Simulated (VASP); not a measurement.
Data:

```
CELL_PARAMETERS angstrom
      3.72420     0.00000     0.00000
      0.00000     3.72420     0.00000
      0.00000     0.00000     3.72420
ATOMIC_POSITIONS crystal
  Cs 0.00000 0.00000 0.00000
  H  0.50000 0.50000 0.50000
```

Level of theory: PBEsol GGA, VASP's PBE PAW potentials (set 64) (plane waves; VASP). Numerical set-up: 400 eV cut-off, 7×7×7 Γ-centred mesh, Gaussian smearing of 0.050 eV, potentials Cs_sv H.

Question: What does the run give for the energy per atom (σ→0)?

Answer: 
```yaml
energy per atom (σ→0): -2.277 eV/atom
```

The absolute energy has meaning only against runs of the same code, potentials and settings.

The structure comes from a computed database's CsH entry (Pm-3m); how it stands against other phases isn't given here. It was relaxed first, which changed the volume by -7 %. The start is the result of an earlier pass.
